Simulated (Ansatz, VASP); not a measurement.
# Re (Rhenium) in two plane-wave programs

Aim: how closely do two programs agree when they are given the same cell, functional and k mesh? The cell is taken from a series of runs on this material, whose earlier steps may have relaxed, scaled, displaced or heated it; both programs get it as it stands.

Main program and level: Ansatz 0.2.0; plane waves, with VASP 6.6.1 beside it; LDA.

## 1. Starting point

It takes space group P6_3/mmc (No. 194, hexagonal). Conventional cell: a = 2.728 Å, b = 2.728 Å, c = 4.402 Å, α = 90.00°, β = 90.00°, γ = 120.00°. Nearest to Re lie 12 Re at 2.71 to 2.73 Å.

Structure file:

```cif
data_structure
_symmetry_space_group_name_H-M 'P 1'
_symmetry_Int_Tables_number 1
_cell_length_a 2.7283
_cell_length_b 2.7283
_cell_length_c 4.4017
_cell_angle_alpha 90.000
_cell_angle_beta 90.000
_cell_angle_gamma 120.000
_cell_volume 28.37
loop_
_atom_site_label
_atom_site_type_symbol
_atom_site_fract_x
_atom_site_fract_y
_atom_site_fract_z
_atom_site_occupancy
Re1 Re 0.33333 0.66667 0.25000 1
Re2 Re 0.66667 0.33333 0.75000 1
```

## 2. Ansatz: zone-centre phonons, LDA

Ansatz runs on its PAW soft_1 files.

Second derivatives magnify differences that forces hide, and they need a tight electronic threshold.

File input.yaml:

```yaml
crystal:
  lattice:
    - [2.728288139, 0.0, 0.0]
    - [-1.3641440695, 2.3627668372, 0.0]
    - [0.0, 0.0, 4.4016979975]
  atoms:
    - { symbol: Re, position: [0.3333333333, 0.6666666667, 0.25] }
    - { symbol: Re, position: [0.6666666667, 0.3333333333, 0.75] }
kpoints:
  mp_grid: { grid: [18, 18, 12] }
hamiltonian:
  xc: lda
  pseudopotentials: { kind: paw, azcp: { folder: soft_1 }, xc_functional: pbe }
scf:
  occupations: { method: methfessel_paxton, width: 0.2 }
output:
  eigenvalues: true
phonons:
  method: dfpt
```

Launch:

```sh
$ ansatz run input.yaml --threads 4 --pin off --max-ram 10240MiB --backend cpu --events-out ev --progress --plain --runs-dir out
```

Numbers of over 12 decimals in the logs are rounded to 6 here.

The program printed:

```text
zone centre: on kpoints.mp_grid the ground state, and the responses unless they are solved on pairs of k-points, stand on 637 of the mesh's 3888 k-points, reduced under 4 symmetry operations, with k and −k counted as one. Each operation leaves every solved displacement unchanged or reverses it
Engine: ansatz 0.2.0, aarch64-unknown-linux-gnu
Pseudopotentials: kind: paw
Pseudopotential: Re, paw, valence charge 15, recommended cutoff 420 eV (normal), soft_1/Re.paw.azcp
Functional definition: SPW92
  exchange = slater_x
  correlation = pw_c
Crystal: 2 atoms, lattice volume = 28.375 Å³
Basis set: ecut = 420 eV, 549 PW (Γ), exchange–correlation on 40×40×60 points (8 copies of the dense FFT grid, shifted against one another)
Bands: 19, of which v1, the nominal top of the filled ones, is band 15 counted from 1 (14 counted from 0)
Symmetry: 24 space group operations
k-points: 637 of 3888 (irreducible under 4 space group operations, time reversal used)
Non-local potential: Re, projectors of the file, l = 0: 3, l = 1: 2, l = 2: 2, l = 3: 1
PAW form: soft (Blöchl's): semilocal exchange-correlation on the pseudo side does not see the compensation charge
PAW frozen core: Re, regenerated for the run's functional, and the local potential with it (the file was generated under x = pbe(κ = 0.804, μ = 0.219515), c = pbe(β = 0.066725))
PAW one-centre angular grid: Re, 590 points (default); XC on 64 Gauss nodes
Initial density: superposition of atomic densities (chi_scale 0.1, normalization cell)
Initial wavefunctions: pseudopotential atomic-orbital guess
Functional: x = slater, c = lda
SCF iter   1: F=—  HF=-21217.525411 eV  |F-HF|=—  |Δ(HF+E_count)|=         —  Δρ=5.89e-2  dr2=8.76e-1  ethr=3.10e-3  ⟨swp⟩=4.6  Hψ=48024  notcnv=0
preconditioner: auto → none  [metal: Δε(μ)=0.014 eV  Ē_g=6.629 eV  σ=0.200 eV  W_gap=0.06  n_scr=8 (ndim 8)  ℏωp=26.1 eV  f_vac=0.000  D(μ)=1.53/eV (n_scr^D=22)  sad-step TF]
SCF iter   2: F=—  HF=-21217.272118 eV  |F-HF|=—  |Δ(HF+E_count)|=   2.53e-1  S|Δr|=    0.00e0  Δρ=3.41e-2  dr2=2.83e-1  ethr=2.92e-3  ⟨swp⟩=2.0  Hψ=19425  notcnv=0  defer=11
SCF iter   3: F=—  HF=-21217.156463 eV  |F-HF|=—  |Δ(HF+E_count)|=   1.16e-1  S|Δr|=    0.00e0  Δρ=1.53e-3  dr2=2.48e-4  ethr=9.44e-4  ⟨swp⟩=3.0  Hψ=23167  notcnv=0  defer=11
SCF iter   4: F=—  HF=-21217.156657 eV  |F-HF|=—  |Δ(HF+E_count)|=   1.94e-4  S|Δr|=    0.00e0  Δρ=1.59e-4  dr2=8.01e-6  ethr=8.27e-7  ⟨swp⟩=2.1  Hψ=17420  notcnv=0  defer=11
SCF iter   5: F=—  HF=-21217.156655 eV  |F-HF|=—  |Δ(HF+E_count)|=   2.44e-6  S|Δr|=    0.00e0  Δρ=2.37e-5  dr2=1.06e-7  ethr=2.67e-8  ⟨swp⟩=2.0  Hψ=16418  notcnv=0  defer=11
SCF iter   6: F=—  HF=-21217.156653 eV  |F-HF|=—  |Δ(HF+E_count)|=   1.12e-6  S|Δr|=    0.00e0  Δρ=4.60e-6  dr2=4.82e-9  ethr=3.54e-10  ⟨swp⟩=2.7  Hψ=21687  notcnv=0  defer=9
SCF iter   7: F=—  HF=-21217.156653 eV  |F-HF|=—  |Δ(HF+E_count)|=   1.04e-9  S|Δr|=    0.00e0  Δρ=1.25e-6  dr2=3.53e-10  ethr=1.61e-11  ⟨swp⟩=2.9  Hψ=22289  notcnv=0  defer=9
SCF iter   8: F=-21217.156653 eV  HF=-21217.156653 eV  |F-HF|=3.64e-12  |Δ(HF+E_count)|=  1.35e-10  S|Δr|=    0.00e0  Δρ=8.84e-8  dr2=7.96e-13  ethr=1.00e-12  ⟨swp⟩=4.0  Hψ=57915  notcnv=0
SCF 1 converged in 8 iterations: F = -21217.156653 eV  dr2 = 7.96e-13
  greatest PAW one-centre occupation: 0.999 electrons in one spin orbital (limit 2), on the Re atom at site 1 (counted from 0), in its partial waves of l = 0
DFPT response loops at Γ: preconditioner auto → Kerker (q_TF=auto, 2.754 Å⁻¹) (partly filled bands, converged f_vac=0.000); β = 1.00, the filter's whole step (`scf.mixing.beta` (0.50) is not read by the response loops under this deck's `scf.mixing.preconditioner`; to damp them name `kerker` or `kerker_dos`, under which they read `scf.mixing.beta`, and type it under 1.00, their step now; both keys bind the ground state too); Broyden in place of MSR1
SCF converged after 8 iterations
Stability not checked: this state was not tested for a lower state beside it, because cold or Methfessel-Paxton smearing, or corrected tetrahedra, fill the levels in a way that the test cannot read (fill_not_monotonic; see scf.lower_state_search)
Free energy (F): -21217.156653 eV
Harris-Foulkes:  -21217.156653 eV  (|F-HF|=3.64e-12)
Internal energy: -21217.157572 eV  (E = F + TS)
E sigma→0 (E₀):  -21217.156883 eV
Entropy (-TS):   0.000918 eV (0.459 meV/atom)
Fermi energy:    24.694410 eV
Step filling:    the computed levels leave a gap of 0.0000 eV = 0.0 smearing widths at the electron count; against every level under it full and every level over it empty, smearing changes F+E_penalty+E_count by +0.607 meV and its σ→0 estimate by +0.378 meV
--- Per-component energies (eV) ---
  E_band       = -122.603541
  E_kinetic    = 1051.950040
  E_local      = -1497.145095  (includes V_loc(G=0)·N_el)
  E_nonlocal   = 172.142677
  E_hartree    = 524.124244
  E_xc         = -710.196430
  E_vxc        = -583.519634  (∫ρ·V_xc dr)
  E_paw        = -16893.414026  (= ΣΔE_a)
  E_vpaw       = -314.280146  (= ΣTr[D̂ρ^β])
  E_aug_tail   = 0.000100  (compensation charges beyond the density's cutoff)
  E_ewald      = -3865.257423
  E_core_change = 0.638340  (= ΣΔE_core)
  E_smearing   = 0.000918  (= −TS)
  E_closure    = -0.000000  (closes the sum)
  Σ components = -21217.156653   (vs F -21217.156653, Δ=0.00e0)
--- Band table (eV; the first three rows and the last of 637) ---
  k-point 0: bands = [... 11 lower, 23.0126, 23.0316, 23.9013, 23.9013, 24.8667, 24.8667, 25.5276, 28.2257]
  k-point 1: bands = [... 11 lower, 22.9657, 22.9787, 23.8442, 23.8442, 24.9952, 24.9952, 25.2679, 28.2398]
  k-point 2: bands = [... 11 lower, 22.8660, 22.8660, 23.6895, 23.6895, 24.6095, 25.3345, 25.3345, 28.2578]
  k-point 636: bands = [... 11 lower, 21.2965, 22.5091, 22.5091, 24.4891, 24.4891, 28.8905, 28.8905, 31.3802]
--- Phonons (Γ-DFPT): 2 representative perturbations + reference, on 637 of 3888 k-points (Σ response iterations 5) ---
  k mesh reduced under 4 symmetry operations, with k and −k counted as one. Each operation leaves every solved displacement unchanged or reverses it
  ASR residual: 1.104e-4 → 0.000e0 eV/Å²; symmetrization residual: 1.377e-13 eV/Å²
  ASR residual per site (eV/Å²): 1.10e-4 1.10e-4
  Γ frequencies (cm⁻¹): 0.00 0.00 0.00 107.48 123.55 123.55
  non-analytic LO–TO correction: not included (Born effective charges unavailable; polar crystals: no LO–TO splitting at Γ)
```

In the SCF lines HF is the Harris–Foulkes energy and dr2 the Hartree energy of the density residual, in eV; the loop may stop once dr2 is under the threshold and the program's other checks hold. Hψ counts applications of the Hamiltonian.

## 3. VASP: zone-centre phonons, LDA

The same cell, functional (in two slightly different forms), mesh and smearing now go to VASP, with its own data sets.

Lines of VASP's logs that name or quote its potential files are left out, and so is its time.

File INCAR:

```
SYSTEM = Re
PREC = Accurate
ENCUT = 600
EDIFF = 1E-08
NELM = 120
ISMEAR = 1
SIGMA = 0.2
LREAL = .FALSE.
ALGO = Normal
GGA = CA
NBANDS = 13
LASPH = .TRUE.
LORBIT = 11
LWAVE = .FALSE.
LCHARG = .FALSE.
ISIF = 2
IBRION = 8
GGA_COMPAT = .FALSE.
KPAR = 2
```

File POSCAR:

```
Re
1.0
    2.7282881390      0.0000000000      0.0000000000
   -1.3641440695      2.3627668372      0.0000000000
    0.0000000000      0.0000000000      4.4016979975
Re
2
Direct
    0.3333333333      0.6666666667      0.2500000000
    0.6666666667      0.3333333333      0.7500000000
```

File KPOINTS:

```
Automatic mesh
0
Gamma
18 18 12
0 0 0
```

The projector-augmented-wave data sets are Re (LDA family, release 64).

Launch:

```sh
$ mpirun -np 2 vasp_std
```

The program printed:

```text
[banner, memory and clock lines left out]
running    2 mpi-ranks, on    1 nodes
 distrk:  each k-point on    1 cores,    2 groups
 distr:  one band on    1 cores,    1 groups

 POSCAR found type information on POSCAR Re
 POSCAR found :  1 types and       2 ions
 LDA part: xc-table for (Slater(with rela. corr.)+CA(PZ))
 , standard interpolation
 POSCAR, INCAR and KPOINTS ok, starting setup
 FFT: planning ... GRIDC
 FFT: planning ... GRID_SOFT
 FFT: planning ... GRID
 WAVECAR not read
 entering main loop
       N       E                     dE             d eps       ncg     rms          rms(c)
DAV:   1     0.122792900882E+03    0.12279E+03   -0.64223E+03  7370   0.124E+03
DAV:   2    -0.201005616397E+02   -0.14289E+03   -0.12576E+03 10729   0.449E+02
DAV:   3    -0.287456767769E+02   -0.86451E+01   -0.76100E+01 11213   0.148E+02
DAV:   4    -0.289382024887E+02   -0.19253E+00   -0.18716E+00 11103   0.133E+01
DAV:   5    -0.289394557345E+02   -0.12532E-02   -0.12523E-02 11054   0.173E+00    0.455E+01
DAV:   6    -0.278804087006E+02    0.10590E+01   -0.86010E-01 11481   0.156E+01    0.199E+01
DAV:   7    -0.275334535974E+02    0.34696E+00   -0.59424E-01 11532   0.126E+01    0.444E-01
DAV:   8    -0.275240109799E+02    0.94426E-02   -0.51276E-03 10654   0.720E-01    0.146E-01
DAV:   9    -0.275228974307E+02    0.11135E-02   -0.45784E-04  9997   0.220E-01    0.461E-02
DAV:  10    -0.275229056882E+02   -0.82575E-05   -0.47449E-05 10945   0.586E-02    0.203E-02
DAV:  11    -0.275229048215E+02    0.86664E-06   -0.69044E-07 11224   0.121E-02    0.118E-03
DAV:  12    -0.275229048080E+02    0.13552E-07   -0.29531E-08  8923   0.151E-03    0.103E-03
DAV:  13    -0.275229048037E+02    0.42551E-08   -0.18705E-09  6062   0.695E-04
   1 F= -.27522905E+02 E0= -.27523167E+02  d E =0.785372E-03
 Linear response reoptimize wavefunctions to high precision
DAV:   1    -0.275229048038E+02   -0.42292E-10   -0.91264E-10  6603   0.649E-04
 Linear response DOF=           2
 Linear response progress:
  Degree of freedom:   1/  2
       N       E                     dE             d eps       ncg     rms          rms(c)
RMM:   1    -0.922156604647E-01   -0.92216E-01    0.94780E-02 30961   0.210E+01
RMM:   2    -0.143646778265E+00   -0.51431E-01   -0.53609E-02 51351   0.208E+00    0.126E-01
RMM:   3    -0.143518094985E+00    0.12868E-03   -0.32555E-03 55925   0.429E-01    0.880E-02
RMM:   4    -0.142822732955E+00    0.69536E-03   -0.79554E-04 52178   0.241E-01    0.186E-02
RMM:   5    -0.142877621075E+00   -0.54888E-04   -0.34713E-05 52849   0.610E-02    0.859E-03
RMM:   6    -0.142892970746E+00   -0.15350E-04   -0.44081E-06 55310   0.174E-02    0.497E-03
RMM:   7    -0.142901225547E+00   -0.82548E-05   -0.76427E-07 51862   0.836E-03    0.142E-03
RMM:   8    -0.142902735950E+00   -0.15104E-05   -0.32821E-07 57571   0.316E-03    0.408E-04
RMM:   9    -0.142901897922E+00    0.83803E-06    0.65971E-08 56081   0.109E-03    0.101E-04
RMM:  10    -0.142901953839E+00   -0.55917E-07   -0.71063E-08 57954   0.684E-04    0.245E-05
RMM:  11    -0.142902001886E+00   -0.48047E-07   -0.32909E-08 59718   0.561E-04    0.955E-06
RMM:  12    -0.142901994712E+00    0.71738E-08   -0.43103E-08 57844   0.524E-04    0.463E-06
 first order change of Fermi-energy  -0.15811E-04
 force on displaced ion       1 direction 1 :  -5.120   0.000   0.000
 Linear response progress:
  Degree of freedom:   2/  2
       N       E                     dE             d eps       ncg     rms          rms(c)
RMM:   1    -0.131759792639E+00   -0.13176E+00    0.94055E-02 10802   0.221E+01
RMM:   2    -0.186281961294E+00   -0.54522E-01   -0.44038E-02 16041   0.231E+00    0.202E-01
RMM:   3    -0.187526350803E+00   -0.12444E-02   -0.11636E-02 18442   0.800E-01    0.115E-01
RMM:   4    -0.187517911748E+00    0.84391E-05   -0.21319E-04 18448   0.181E-01    0.674E-02
RMM:   5    -0.187822819313E+00   -0.30491E-03   -0.11956E-04 18787   0.128E-01    0.121E-02
RMM:   6    -0.187831917567E+00   -0.90983E-05   -0.23259E-05 17934   0.344E-02    0.638E-03
RMM:   7    -0.187817328646E+00    0.14589E-04    0.68259E-05 17914   0.144E-02    0.311E-03
RMM:   8    -0.187834745924E+00   -0.17417E-04    0.26617E-05 18476   0.853E-03    0.766E-04
RMM:   9    -0.187835788940E+00   -0.10430E-05    0.45943E-06 18177   0.314E-03    0.115E-04
RMM:  10    -0.187835560554E+00    0.22839E-06   -0.34262E-06 19771   0.117E-03    0.582E-05
RMM:  11    -0.187835046089E+00    0.51446E-06   -0.19941E-07 18692   0.662E-04    0.512E-06
RMM:  12    -0.187835010270E+00    0.35819E-07    0.53491E-07 20807   0.522E-04    0.316E-06
RMM:  13    -0.187835049322E+00   -0.39051E-07   -0.14574E-07 20204   0.490E-04    0.192E-06
RMM:  14    -0.187835048771E+00    0.55036E-09   -0.19931E-10 20567   0.481E-04    0.544E-07
 first order change of Fermi-energy   0.88112E-04
 force on displaced ion       1 direction 3 :   0.000  -0.000  -3.659
 Linear response finished
```

Parts of OUTCAR (step 3):

```text
ion  position               nearest neighbor table
   1  0.333  0.667  0.250-   2 2.71   2 2.71   2 2.71   2 2.71   2 2.71   2 2.71
   2  0.667  0.333  0.750-   1 2.71   1 2.71   1 2.71   1 2.71   1 2.71   1 2.71

  LATTYP: Found a hexagonal cell.
 ALAT       =     2.7282881390
 C/A-ratio  =     1.6133552518

 Subroutine GETGRP returns: Found 24 space group operations
 (whereof 12 operations were pure point group operations)

The static configuration has the point symmetry D_3d.
 The point group associated with its full space group is D_6h.

 Found    259 irreducible k-points:

   k-points           NKPTS =    259   k-points in BZ     NKDIM =    259   number of bands    NBANDS=     13

   dimension x,y,z NGX =    24 NGY =   24 NGZ =   36
   dimension x,y,z NGXF=    48 NGYF=   48 NGZF=   72

   ENCUT  =  600.0 eV  44.10 Ry    6.64 a.u.   5.45  5.45  8.79*2*pi/ulx,y,z

   NELECT =      14.0000    total number of electrons

 k-points in reciprocal lattice and weights: Automatic mesh
   0.00000000  0.00000000  0.00000000       0.000
   0.05555556  0.00000000  0.00000000       0.002
   0.11111111  0.00000000  0.00000000       0.002
   0.16666667  0.00000000  0.00000000       0.002
   0.22222222  0.00000000  0.00000000       0.002
   0.27777778  0.00000000  0.00000000       0.002
   0.33333333  0.00000000  0.00000000       0.002
   0.38888889  0.00000000  0.00000000       0.002
   0.44444444  0.00000000  0.00000000       0.002
[...]
0.33333333  0.27777778  0.50000000       0.003
   0.33333333  0.33333333  0.50000000       0.001

 average (electrostatic) potential at core
       1 -38.8865       2 -38.8865

  Total        1.0590187      1.0590187      1.0334233      0.0000000      0.0000000     -0.0000000
  in kB       59.7974799     59.7974799     58.3522363      0.0000000      0.0000000     -0.0000000
  external PRESSURE =      59.3157321 kB  Pullay stress =       0.0000000 kB

  energy-cutoff  :      600.00
  volume of cell :       28.37
      direct lattice vectors                 reciprocal lattice vectors
     2.728288139  0.000000000  0.000000000     0.366530201  0.211616310  0.000000000
    -1.364144070  2.362766837  0.000000000     0.000000000  0.423232620  0.000000000
     0.000000000  0.000000000  4.401697998     0.000000000  0.000000000  0.227185055

 POSITION                                       TOTAL-FORCE (eV/Angst)
 -----------------------------------------------------------------------------------
     -0.00000      1.57518      1.10042        -0.000000      0.000000      0.000000
      1.36414      0.78759      3.30127         0.000000      0.000000      0.000000
 -----------------------------------------------------------------------------------
    total drift:                                0.000000     -0.000000     -0.000000

 Eigenvectors and eigenvalues of the dynamical matrix
 ----------------------------------------------------

   1 f  =    3.666044 THz    23.034434 2PiTHz  122.286068 cm-1    15.161533 meV
             X         Y         Z           dx          dy          dz
     -0.000000  1.575178  1.100424     0.707107    0.000000    0.000000
      1.364144  0.787589  3.301273    -0.707107    0.000000    0.000000

   2 f  =    3.666044 THz    23.034434 2PiTHz  122.286068 cm-1    15.161533 meV
             X         Y         Z           dx          dy          dz
     -0.000000  1.575178  1.100424     0.000000    0.707107    0.000000
      1.364144  0.787589  3.301273     0.000000   -0.707107   -0.000000

   3 f  =    3.099200 THz    19.472846 2PiTHz  103.378176 cm-1    12.817254 meV
             X         Y         Z           dx          dy          dz
     -0.000000  1.575178  1.100424     0.000000    0.000000   -0.707107
      1.364144  0.787589  3.301273    -0.000000   -0.000000    0.707107

   4 f  =    0.000000 THz     0.000000 2PiTHz    0.000002 cm-1     0.000000 meV
             X         Y         Z           dx          dy          dz
     -0.000000  1.575178  1.100424    -0.627500    0.324927   -0.025801
      1.364144  0.787589  3.301273    -0.627500    0.324927   -0.025801

   5 f  =    0.000000 THz     0.000000 2PiTHz    0.000000 cm-1     0.000000 meV
             X         Y         Z           dx          dy          dz
     -0.000000  1.575178  1.100424     0.082587    0.104347   -0.694472
      1.364144  0.787589  3.301273     0.082587    0.104347   -0.694472

   6 f/i=    0.000000 THz     0.000000 2PiTHz    0.000001 cm-1     0.000000 meV
             X         Y         Z           dx          dy          dz
     -0.000000  1.575178  1.100424     0.315314    0.619301    0.130550
      1.364144  0.787589  3.301273     0.315314    0.619301    0.130550

 ELASTIC MODULI CONTR FROM IONIC RELAXATION (kBar)
 Direction    XX          YY          ZZ          XY          YZ          ZX
 --------------------------------------------------------------------------------
 XX        -156.4367    156.4367      0.0000     -0.0000      0.0000      0.0000
 YY         156.4367   -156.4367     -0.0000      0.0000      0.0000      0.0000
 ZZ           0.0000     -0.0000     -0.0000      0.0000      0.0000      0.0000
 XY          -0.0000      0.0000      0.0000   -156.4367      0.0000      0.0000
 YZ           0.0000      0.0000      0.0000      0.0000      0.0000      0.0000
 ZX           0.0000      0.0000      0.0000      0.0000      0.0000      0.0000
 --------------------------------------------------------------------------------
```

The data set Re keeps the semicore shell frozen, which is cheaper and a little less accurate.

## 4. Comparison

Known differences besides the potentials themselves: the two LDA forms differ slightly; the data sets hold 30 valence electrons in Ansatz (on its PAW soft_1 files) and 14 in VASP; the cutoff is 420 eV in Ansatz and 600 eV in VASP; VASP's log shows a relativistic correction to its local exchange, Ansatz's none. Total energies have different zeros and are not compared.

The two programs side by side:

```
                  quantity  Ansatz   VASP  difference
     optical mode 1 (cm⁻¹)   107.5  103.4     +3.97 %
optical mode 2 to 3 (cm⁻¹)   123.5  122.3     +1.03 %
```

Modes are paired by rising frequency, not by their patterns, so a pair may set unlike modes beside each other; they are those without the splitting of longitudinal modes.

## 5. Outcome

```
r.m.s. difference of the optical zone-centre modes, each program's sorted by frequency (zone-centre phonons, LDA) : 2.6 cm⁻¹
difference in optical mode 1 (zone-centre phonons, LDA)                                                           : +4.0 %
```

In words: The r.m.s. difference of the optical zone-centre modes, each program's sorted by frequency is 2.6 cm⁻¹ (zone-centre phonons, LDA). The data sets hold unlike numbers of valence electrons (30 in Ansatz and 14 in VASP), so part of the differences may come from the potentials. Among the rows given in per cent, the largest difference of the zone-centre phonons, LDA pair is in optical mode 1, +4.0 %. Such differences can come from data sets, numerical settings and the points named under the comparisons, not from the functional's error against experiment.

[Lines on the potential files, build, host, timing and source positions are cut from VASP's logs without a mark.]

[Logs are printed without paths, hosts, clocks, repeated set-up lines and the standing remarks that a program may print on its own settings, such as how far it seeks lower states.]

[Hosts, paths, dates, database ids (printed as entryN), source tags and the programs' standing remarks are cut or masked in the printed files.]
